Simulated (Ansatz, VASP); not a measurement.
**BAs: VASP beside Ansatz**

Aim: how closely do two programs agree when they are given the same cell, functional and k mesh? The cell is taken from a series of runs on this material, whose earlier steps may have relaxed, scaled, displaced or heated it; both programs get it as it stands.

Calculated with Ansatz 0.2.0; plane waves, with VASP 6.6.1 beside it; G0W0 gap at LDA.

## 1. The starting structure

The structure is trigonal, space group R3m (No. 160). The conventional cell has a = 3.361 Å, b = 3.361 Å, c = 8.282 Å, α = 90.00°, β = 90.00°, γ = 120.00°. Nearest to B lie 4 As at 2.06 to 2.07 Å. Nearest to As lie 4 B at 2.06 to 2.07 Å. Farther neighbours are not listed.

## 2. VASP: G0W0 gap, LDA

Quasiparticle shifts depend on high empty states and on the cores, so they are the hardest test of two PAW sets.

Lines of VASP's logs that name or quote its potential files are left out, and so is its time.

The run reads the wave functions of an earlier VASP run, which isn't shown here.

The input, INCAR:

```
SYSTEM = BAs
PREC = Accurate
ENCUT = 340
ISMEAR = 0
SIGMA = 0.01
LREAL = .FALSE.
GGA = CA
NBANDS = 120
ALGO = EVGW0
NELMGW = 1
ENCUTGW = 150
NOMEGA = 64
PRECFOCK = Fast
NBANDSGW = 16
LWAVE = .FALSE.
LCHARG = .FALSE.
```

The input, POSCAR:

```
BAs
1.0
   -1.6804799242     -0.9702255366      2.7607548787
    1.6804799242     -0.9702255366      2.7607548787
    0.0000000000      1.9404510732      2.7607548787
B As
1 1
Direct
    0.9998279992      0.9998279992      0.9998279992
    0.7501720008      0.7501720008      0.7501720008
```

The input, KPOINTS:

```
Automatic mesh
0
Gamma
6 6 6
0 0 0
```

Potentials, in the order of the species: B_GW and As_GW (LDA family, release 64).

On the command line:

```
> mpirun -np 8 vasp_std
```

Numbers of over 12 decimals in the logs are rounded to 6 here.

Log:

```text
[banner, memory and clock lines left out]
running    8 mpi-ranks, on    1 nodes
 distrk:  each k-point on    8 cores,    1 groups
 distr:  one band on    1 cores,    8 groups

 POSCAR found type information on POSCAR B As
 POSCAR found :  2 types and       2 ions
|                                                                             |
|           W    W    AA    RRRRR   N    N  II  N    N   GGGG   !!!           |
|           W    W   A  A   R    R  NN   N  II  NN   N  G    G  !!!           |
|           W    W  A    A  R    R  N N  N  II  N N  N  G       !!!           |
|           W WW W  AAAAAA  RRRRR   N  N N  II  N  N N  G  GGG   !            |
|           WW  WW  A    A  R   R   N   NN  II  N   NN  G    G                |
|           W    W  A    A  R    R  N    N  II  N    N   GGGG   !!!           |
|                                                                             |
|     For optimal performance we recommend to set                             |
|       NCORE = 2 up to number-of-cores-per-socket                            |
|     NCORE specifies how many cores store one orbital (NPAR=cpu/NCORE).      |
|     This setting can greatly improve the performance of VASP for DFT.       |
|     The default, NCORE=1 might be grossly inefficient on modern             |
|     multi-core architectures or massively parallel machines. Do your        |
|     Unfortunately you need to use the default for GW and RPA                |
|     calculations (for HF NCORE is supported but not extensively tested      |
|     yet).                                                                   |
|                                                                             |

|                                                                             |
|           W    W    AA    RRRRR   N    N  II  N    N   GGGG   !!!           |
|           W    W   A  A   R    R  NN   N  II  NN   N  G    G  !!!           |
|           W    W  A    A  R    R  N N  N  II  N N  N  G       !!!           |
|           W WW W  AAAAAA  RRRRR   N  N N  II  N  N N  G  GGG   !            |
|           WW  WW  A    A  R   R   N   NN  II  N   NN  G    G                |
|           W    W  A    A  R    R  N    N  II  N    N   GGGG   !!!           |
|                                                                             |
|     The default for ENCUTGWSOFT is different in this version of VASP.       |
|     please manually set ENCUTGWSOFT =150 in the INCAR file.                 |
|                                                                             |

 LDA part: xc-table for (Slater(with rela. corr.)+CA(PZ))
 , standard interpolation
 found WAVECAR, reading the header
 POSCAR, INCAR and KPOINTS ok, starting setup
 FFT: planning ... GRIDC
 FFT: planning ... GRID_SOFT
 FFT: planning ... GRID
 reading WAVECAR
 the WAVECAR file was read successfully
 initial charge from wavefunction
 available memory per node:     29.49 GB, setting MAXMEM to     30201

 The Fermi energy was updated, please check that it is located mid-gap
 values below the HOMO (VB) or above the LUMO (CB) will cause erroneous energies
 E-fermi :   6.9191

 calculate exact exchange contribution
 the WAVEDER file was read successfully
energies w=
    0.000    0.000    0.523    0.000    1.044    0.000    1.563    0.000
    2.078    0.000    2.589    0.000    3.095    0.000    3.595    0.000
    4.089    0.000    4.576    0.000    5.057    0.000    5.530    0.000
    5.997    0.000    6.458    0.000    6.913    0.000    7.363    0.000
    7.808    0.000    8.249    0.000    8.687    0.000    9.122    0.000
    9.556    0.000    9.989    0.000   10.423    0.000   10.858    0.000
   11.295    0.000   11.736    0.000   12.181    0.000   12.633    0.000
   13.092    0.000   13.560    0.000   14.039    0.000   14.531    0.000
   15.037    0.000   15.559    0.000   16.101    0.000   16.664    0.000
   17.252    0.000   17.869    0.000   18.518    0.000   19.204    0.000
   19.932    0.000   20.709    0.000   21.541    0.000   22.438    0.000
   23.409    0.000   24.468    0.000   25.628    0.000   26.909    0.000
   28.333    0.000   29.928    0.000   31.730    0.000   33.786    0.000
   36.157    0.000   38.922    0.000   42.193    0.000   46.123    0.000
   50.934    0.000   56.960    0.000   64.721    0.000   75.083    0.000
   89.598    0.000  111.347    0.000  147.450    0.000  218.912    0.000
 responsefunction array rank=     120
 LDA part: xc-table for (Slater(with rela. corr.)+CA(PZ))
 , standard interpolation

 min. memory requirement per mpi rank    144.3 MB, per node   1154.4 MB

 allocating   8 responsefunctions rank=   120
 shmem allocating  64 responsefunctions rank=   120
 response function shared by NCSHMEM nodes    1
 Doing            8  frequencies on each core in blocks of           64
NQ=   1    0.0000    0.0000    0.0000,
|.........|.........|.........|.........|.........|.........|.........|.........
 performed        323000 updates of chi_q(r,r)
 total number of BLAS operations         33.03 Gflops
NQ=   2    0.1667    0.0000    0.0000,
|.........|.........|.........|.........|.........|.........|.........|.........
 performed       1072000 updates of chi_q(r,r)
 total number of BLAS operations        116.52 Gflops
NQ=   3    0.3333    0.0000    0.0000,
[...]
|.........|.........|.........|.........|.........|.........|.........|.........
 performed       2332000 updates of chi_q(r,r)
 total number of BLAS operations        239.47 Gflops
NQ=   5    0.1667    0.1667    0.0000,
|.........|.........|.........|.........|.........|.........|.........|.........
 performed       3081000 updates of chi_q(r,r)
 total number of BLAS operations        316.04 Gflops
NQ=   6    0.3333    0.1667    0.0000,
|.........|.........|.........|.........|.........|.........|.........|.........
 performed       4110000 updates of chi_q(r,r)
 total number of BLAS operations        425.01 Gflops
NQ=   7    0.5000    0.1667    0.0000,
|.........|.........|.........|.........|.........|.........|.........|.........
 performed       5139000 updates of chi_q(r,r)
 total number of BLAS operations        533.97 Gflops
NQ=   8   -0.3333    0.1667    0.0000,
|.........|.........|.........|.........|.........|.........|.........|.........
 performed       6168000 updates of chi_q(r,r)
 total number of BLAS operations        642.93 Gflops
NQ=   9   -0.1667    0.1667    0.0000,
|.........|.........|.........|.........|.........|.........|.........|.........
 performed       6967000 updates of chi_q(r,r)
 total number of BLAS operations        721.73 Gflops
NQ=  10    0.3333    0.3333    0.0000,
|.........|.........|.........|.........|.........|.........|.........|.........
 performed       7716000 updates of chi_q(r,r)
 total number of BLAS operations        798.30 Gflops
NQ=  11    0.5000    0.3333    0.0000,
|.........|.........|.........|.........|.........|.........|.........|.........
 performed       8745000 updates of chi_q(r,r)
 total number of BLAS operations        896.19 Gflops
NQ=  12   -0.3333    0.3333    0.0000,
|.........|.........|.........|.........|.........|.........|.........|.........
 performed       9544000 updates of chi_q(r,r)
 total number of BLAS operations        979.31 Gflops
NQ=  13    0.5000    0.5000    0.0000,
|.........|.........|.........|.........|.........|.........|.........|.........
 performed      10055000 updates of chi_q(r,r)
 total number of BLAS operations       1034.37 Gflops
NQ=  14    0.1667    0.1667    0.1667,
|.........|.........|.........|.........|.........|.........|.........|.........
 performed      10470000 updates of chi_q(r,r)
 total number of BLAS operations       1079.10 Gflops
NQ=  15    0.3333    0.1667    0.1667,
|.........|.........|.........|.........|.........|.........|.........|.........
 performed      11219000 updates of chi_q(r,r)
 total number of BLAS operations       1152.98 Gflops
NQ=  16    0.5000    0.1667    0.1667,
|.........|.........|.........|.........|.........|.........|.........|.........
 performed      11968000 updates of chi_q(r,r)
 total number of BLAS operations       1232.29 Gflops
NQ=  17   -0.3333    0.1667    0.1667,
|.........|.........|.........|.........|.........|.........|.........|.........
 performed      12717000 updates of chi_q(r,r)
 total number of BLAS operations       1311.59 Gflops
NQ=  18   -0.1667    0.1667    0.1667,
|.........|.........|.........|.........|.........|.........|.........|.........
 performed      13466000 updates of chi_q(r,r)
 total number of BLAS operations       1390.90 Gflops
NQ=  19    0.3333    0.3333    0.1667,
|.........|.........|.........|.........|.........|.........|.........|.........
 performed      14215000 updates of chi_q(r,r)
 total number of BLAS operations       1470.20 Gflops
NQ=  20    0.5000    0.3333    0.1667,
|.........|.........|.........|.........|.........|.........|.........|.........
 performed      15244000 updates of chi_q(r,r)
 total number of BLAS operations       1569.89 Gflops
NQ=  21   -0.3333    0.3333    0.1667,
|.........|.........|.........|.........|.........|.........|.........|.........
 performed      16273000 updates of chi_q(r,r)
 total number of BLAS operations       1673.25 Gflops
NQ=  22   -0.1667    0.3333    0.1667,
|.........|.........|.........|.........|.........|.........|.........|.........
 performed      17302000 updates of chi_q(r,r)
 total number of BLAS operations       1772.94 Gflops
NQ=  23    0.5000    0.5000    0.1667,
|.........|.........|.........|.........|.........|.........|.........|.........
 performed      18051000 updates of chi_q(r,r)
 total number of BLAS operations       1842.88 Gflops
NQ=  24   -0.3333    0.5000    0.1667,
|.........|.........|.........|.........|.........|.........|.........|.........
 performed      19080000 updates of chi_q(r,r)
 total number of BLAS operations       1942.58 Gflops
NQ=  25   -0.1667    0.5000    0.1667,
|.........|.........|.........|.........|.........|.........|.........|.........
 performed      19925000 updates of chi_q(r,r)
 total number of BLAS operations       2027.43 Gflops
NQ=  26   -0.3333   -0.3333    0.1667,
|.........|.........|.........|.........|.........|.........|.........|.........
 performed      20674000 updates of chi_q(r,r)
 total number of BLAS operations       2097.37 Gflops
NQ=  27    0.3333    0.3333    0.3333,
|.........|.........|.........|.........|.........|.........|.........|.........
 performed      21089000 updates of chi_q(r,r)
 total number of BLAS operations       2142.87 Gflops
NQ=  28    0.5000    0.3333    0.3333,
|.........|.........|.........|.........|.........|.........|.........|.........
 performed      21838000 updates of chi_q(r,r)
 total number of BLAS operations       2222.18 Gflops
NQ=  29   -0.3333    0.3333    0.3333,
|.........|.........|.........|.........|.........|.........|.........|.........
 performed      22587000 updates of chi_q(r,r)
 total number of BLAS operations       2297.40 Gflops
NQ=  30    0.5000    0.5000    0.3333,
|.........|.........|.........|.........|.........|.........|.........|.........
 performed      23336000 updates of chi_q(r,r)
 total number of BLAS operations       2376.70 Gflops
NQ=  31   -0.3333    0.5000    0.3333,
|.........|.........|.........|.........|.........|.........|.........|.........
 performed      24181000 updates of chi_q(r,r)
 total number of BLAS operations       2461.56 Gflops
NQ=  32    0.5000    0.5000    0.5000,
|.........|.........|.........|.........|.........|.........|.........|.........
 performed      24504000 updates of chi_q(r,r)
 total number of BLAS operations       2491.73 Gflops
 resolving degeneracies of screened two electron integrals

 calculate QP shifts <psi_nk| G(iteration)W_0 |psi_nk>: iteration 1
 entering main loop
```

Parts of OUTCAR (step 2):

```text
ion  position               nearest neighbor table
   1  1.000  1.000  1.000-   2 2.06   2 2.06   2 2.06   2 2.07
   2  0.750  0.750  0.750-   1 2.06   1 2.06   1 2.06   1 2.07

  LATTYP: Found a trigonal (rhomboedric) cell.
 ALAT       =     3.3744803849
 COS(alpha) =     0.5039986749

 Subroutine GETGRP returns: Found  6 space group operations
 (whereof  6 operations were pure point group operations)

The static configuration has the point symmetry C_3v.

 Found     32 irreducible k-points:

   k-points           NKPTS =     32   k-points in BZ     NKDIM =    216   number of bands    NBANDS=    120

   dimension x,y,z NGX =    20 NGY =   20 NGZ =   20
   dimension x,y,z NGXF=    40 NGYF=   40 NGZF=   40

   ENCUT  =  340.0 eV  24.99 Ry    5.00 a.u.   5.07  5.07  5.07*2*pi/ulx,y,z

   NELECT =       8.0000    total number of electrons

  energy-cutoff  :      340.00
  volume of cell :       27.01
      direct lattice vectors                 reciprocal lattice vectors
    -1.680479924 -0.970225537  2.760754879    -0.297534051 -0.171781365  0.120739924
     1.680479924 -0.970225537  2.760754879     0.297534051 -0.171781365  0.120739924
     0.000000000  1.940451073  2.760754879     0.000000000  0.343562729  0.120739924

 k-points in reciprocal lattice and weights: Automatic mesh
   0.00000000  0.00000000  0.00000000       0.005
   0.16666667  0.00000000  0.00000000       0.028
   0.33333333  0.00000000  0.00000000       0.028
   0.50000000  0.00000000  0.00000000       0.014
   0.16666667  0.16666667  0.00000000       0.028
   0.33333333  0.16666667  0.00000000       0.056
   0.50000000  0.16666667  0.00000000       0.056
  -0.33333333  0.16666667  0.00000000       0.056
  -0.16666667  0.16666667  0.00000000       0.028
[...]
-0.33333333  0.50000000  0.33333333       0.028
   0.50000000  0.50000000  0.50000000       0.005

 E-fermi :   6.9191

 QP shifts <psi_nk| G(iteration)W_0 |psi_nk>: iteration 1
 for sc-GW calculations column KS-energies equals QP-energies in previous step
 and V_xc(KS)=  KS-energies - (<T + V_ion + V_H > + <T+V_H+V_ion>^1  + <V_x>^1)
 k-point   1 :       0.0000    0.0000    0.0000
  band No.  KS-energies  QP-energies   sigma(KS)   V_xc(KS)     V^pw_x(r,r')   Z            occupation Imag(sigma)
      1      -9.1598      -9.7268     -12.7134     -11.9003     -19.6235       0.6973       2.0000       1.1906
      2       6.2730       5.9400     -13.2521     -12.8298     -13.9716       0.7885       2.0000       0.0392
      3       6.3207       5.9898     -13.2749     -12.8552     -13.9985       0.7884       2.0000       0.0393
      4       6.3207       5.9898     -13.2749     -12.8552     -13.9985       0.7884       2.0000       0.0393
      5       9.4954      10.0020     -11.0506     -11.6949      -6.7996       0.7863       0.0000      -0.0589
      6       9.5943      10.1039     -11.0560     -11.7050      -6.7803       0.7851       0.0000      -0.0596
      7       9.5943      10.1039     -11.0560     -11.7050      -6.7803       0.7851       0.0000      -0.0596
      8      11.0992      11.7783     -11.8965     -12.7917      -6.6014       0.7586       0.0000      -0.0904
    ...

 k-point   2 :       0.1667    0.0000    0.0000
  band No.  KS-energies  QP-energies   sigma(KS)   V_xc(KS)     V^pw_x(r,r')   Z            occupation Imag(sigma)
      1      -8.7024      -9.2616     -12.7381     -11.9426     -19.4817       0.7029       2.0000       1.1395
      2       3.3612       2.9271     -12.8587     -12.2956     -14.5728       0.7708       2.0000       0.0616
      3       5.5898       5.2482     -13.0871     -12.6527     -14.0028       0.7864       2.0000       0.0413
      4       5.6266       5.2853     -13.1072     -12.6731     -14.0304       0.7863       2.0000       0.0415
      5       9.5923      10.1049     -11.2361     -11.8925      -6.7585       0.7809       0.0000      -0.0647
      6      10.4111      10.9291     -11.1880     -11.8531      -6.6331       0.7790       0.0000      -0.0684
      7      10.4852      11.0061     -11.1906     -11.8598      -6.6124       0.7784       0.0000      -0.0695
      8      12.9984      13.5771     -11.7005     -12.4747      -5.9454       0.7474       0.0000      -0.1347
    ...

 k-point   3 :       0.3333    0.0000    0.0000
  band No.  KS-energies  QP-energies   sigma(KS)   V_xc(KS)     V^pw_x(r,r')   Z            occupation Imag(sigma)
      1      -7.4231      -7.9351     -12.8216     -12.1055     -19.1074       0.7151       2.0000       0.9803
      2      -0.4488      -0.9819     -12.5809     -11.8524     -16.0097       0.7318       2.0000       0.1906
      3       4.7544       4.3706     -13.0722     -12.5810     -14.3571       0.7813       2.0000       0.0480
      4       4.7783       4.3941     -13.0890     -12.5973     -14.3840       0.7813       2.0000       0.0482
      5       9.1753       9.6322     -11.2749     -11.8593      -6.8158       0.7818       0.0000      -0.0641
      6      11.0803      11.5708     -10.8545     -11.4857      -6.0056       0.7772       0.0000      -0.0812
      7      11.1324      11.6239     -10.8491     -11.4823      -5.9829       0.7763       0.0000      -0.0825
      8      14.8779      15.3724     -10.4665     -11.1303      -4.0931       0.7448       0.0000      -0.2268
    ...

 k-point   4 :       0.5000    0.0000    0.0000
  band No.  KS-energies  QP-energies   sigma(KS)   V_xc(KS)     V^pw_x(r,r')   Z            occupation Imag(sigma)
      1      -6.2538      -6.7060     -13.0313     -12.4061     -18.8617       0.7234       2.0000       0.8160
      2      -2.5185      -3.0882     -12.2672     -11.4720     -16.6484       0.7164       2.0000       0.3654
      3       4.4497       4.0485     -13.0930     -12.5784     -14.5211       0.7796       2.0000       0.0512
      4       4.4677       4.0660     -13.1081     -12.5927     -14.5472       0.7795       2.0000       0.0514
      5       9.0125       9.4490     -11.3021     -11.8600      -6.8615       0.7824       0.0000      -0.0639
      6      11.0270      11.4800     -10.6086     -11.1887      -5.7722       0.7809       0.0000      -0.0814
      7      11.0744      11.5291     -10.6058     -11.1886      -5.7536       0.7802       0.0000      -0.0826
      8      15.0021      15.3896      -9.5415     -10.0560      -3.3079       0.7530       0.0000      -0.2224
    ...

[... 4 further parts left out ...]
```

(Part 1 of 2 ends here.)

[Lines on the potential files, build, host, timing and source positions are cut from VASP's logs without a mark.]

[Logs are printed without paths, hosts, clocks, repeated set-up lines and the standing remarks that a program may print on its own settings, such as how far it seeks lower states.]

[Hosts, paths, dates, database ids (printed as entryN), source tags and the programs' standing remarks are cut or masked in the printed files.]
